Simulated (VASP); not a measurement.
```
KMgF3
1.0
    4.04437     0.00000     0.00000
    0.00000     4.04437     0.00000
    0.00000     0.00000     4.04437
K Mg F
1 1 3
Direct
  0.00000   0.00000   0.00000
  0.50000   0.50000   0.50000
  0.50000   0.00000   0.50000
  0.00000   0.50000   0.50000
  0.50000   0.50000   0.00000
```

These are PBE GGA, VASP's PBE PAW potentials (set 64) (plane waves; VASP) values and carry that method's errors. Settings: 520 eV cut-off, 4×4×4 Γ-centred mesh, Gaussian smearing of 0.050 eV, potentials K_sv Mg F.

Question: Estimate the energy per atom (σ→0), band gap (on the k-mesh) with the smallest direct gap where there is one.

Answer: 
band gap (on the k-mesh): 6.98 eV
smallest direct gap (on the k-mesh): 7.30 eV
energy per atom (σ→0): -471.8 kJ/mol of atoms

Only differences to runs with the same potentials and settings are physical.

The compound is KMgF3 in the cubic perovskite structure. It was relaxed first.
